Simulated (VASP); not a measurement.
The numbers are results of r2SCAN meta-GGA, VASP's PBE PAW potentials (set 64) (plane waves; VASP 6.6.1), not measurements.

VASP input:

INCAR:
```
! general
SYSTEM =Al
PREC   =Normal
ENCUT  =400
LREAL  =F
LASPH  =T

! electronic loop
EDIFF  =1E-5
NELM   =100
NELMIN =4
ALGO   =Normal
LMIXTAU=T

! smearing
ISMEAR =1
SIGMA  =0.1

! functional
METAGGA=R2SCAN

! ions
IBRION =2
NSW    =20
ISIF   =2
EDIFFG =-0.03

! output
LWAVE  =F
LCHARG =F
```

File POSCAR:
```
Al
1
    0.0000000000     1.9911737628     1.9911737628
    1.9911737628     0.0000000000     1.9911737628
    1.9911737628     1.9911737628     0.0000000000
Al
1
Direct
  0.0000000000   0.0000000000   0.0000000000
```

File KPOINTS:
```
Automatic mesh
0
Gamma
18 18 18
0 0 0
```

POTCAR, in this order: Al (PBE.64 set). Program: vasp_std.

Question: What does the run give for the energy per atom (σ→0), band gap (on the k-mesh)?

Answer: 
| Property | Value |
|---|---|
| energy per atom (σ→0) | -6.735 eV/atom |
| band gap (on the k-mesh) | none (metal, semimetal or under 0.01 eV) |

**OSZICAR**
```
...
DAV:   9    -0.673515262908E+01   -0.50395E-01   -0.42810E-02  2010   0.118E+00    0.120E-01
DAV:  10    -0.673630394656E+01   -0.11513E-02   -0.96046E-04  2840   0.265E-01    0.183E-01
DAV:  11    -0.673773356227E+01   -0.14296E-02   -0.22866E-04  2475   0.121E-01    0.147E-01
DAV:  12    -0.673554008234E+01    0.21935E-02   -0.39262E-04  2285   0.143E-01    0.596E-02
DAV:  13    -0.673551343856E+01    0.26644E-04   -0.94440E-05  2585   0.871E-02    0.599E-02
DAV:  14    -0.673554133385E+01   -0.27895E-04   -0.83340E-06  1995   0.342E-02    0.755E-02
DAV:  15    -0.673553864528E+01    0.26886E-05   -0.92941E-06  1305   0.287E-02
   1 F= -.67355386E+01 E0= -.67354422E+01  d E =-.673554E+01
```

The compound is Al in the fcc structure. It was relaxed first.
